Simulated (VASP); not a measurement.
A convergence study with VASP on TiC (rock salt): one setting is varied, all else stays as given below, so the limit is that of these other settings.

```
TiC
1.0
    0.00000     2.16500     2.16500
    2.16500     0.00000     2.16500
    2.16500     2.16500     0.00000
Ti C
1 1
Direct
  0.00000   0.00000   0.00000
  0.50000   0.50000   0.50000
```

All values below come from PBE GGA, VASP's PBE PAW potentials (set 64) (plane waves; VASP). The tightest run used: 700 eV cut-off, 24×24×24 Γ-centred mesh, tetrahedra with Blöchl corrections, potentials Ti_sv C.

The reference is 24×24×24 mesh, which took about 2 core-minutes. Costs are core time on shared hosts, one run each; read them as rough ratios.

**Question.** Of the settings 3×3×3 mesh; 4×4×4 mesh; 5×5×5 mesh; 6×6×6 mesh; 7×7×7 mesh; 8×8×8 mesh; 9×9×9 mesh; 10×10×10 mesh; 11×11×11 mesh; 12×12×12 mesh; 13×13×13 mesh; 14×14×14 mesh; 15×15×15 mesh; 16×16×16 mesh; 17×17×17 mesh; 18×18×18 mesh; 19×19×19 mesh; 20×20×20 mesh; 21×21×21 mesh; 22×22×22 mesh; 23×23×23 mesh; 24×24×24 mesh, which is the lowest that keeps the difference from the reference in the stress, largest component (GPa) within 0.1 from there on, and what does it cost?

**Answer.** 7×7×7 mesh; its cost over the reference is about 1/10.
```csv
setting,"difference in the stress, largest component (GPa)",cost over the reference
3×3×3 mesh,0.47,about 1/30
4×4×4 mesh,0.05,about 1/20
5×5×5 mesh,0.51,about 1/20
6×6×6 mesh,0.12,about 1/10
7×7×7 mesh,0.00,about 1/10
8×8×8 mesh,0.04,about 1/9
9×9×9 mesh,0.05,about 1/8
10×10×10 mesh,0.01,about 1/7
11×11×11 mesh,0.00,about 1/6
12×12×12 mesh,0.00,about 1/5
13×13×13 mesh,0.01,about 1/4
14×14×14 mesh,0.00,about 1/3
15×15×15 mesh,0.00,about 1/3
16×16×16 mesh,0.00,about 1/3
17×17×17 mesh,0.00,about 1/2
18×18×18 mesh,0.00,within a factor of 2
19×19×19 mesh,0.00,within a factor of 2
20×20×20 mesh,0.00,within a factor of 2
21×21×21 mesh,0.00,within a factor of 2
22×22×22 mesh,0.00,within a factor of 2
23×23×23 mesh,0.00,within a factor of 2
24×24×24 mesh,0.00,reference
```

Left out are rungs that failed or repeat a setting and relaxations that didn't move; long series are thinned to 24 rows.

The compound is TiC in the rock salt structure. The cell was not relaxed at this level.
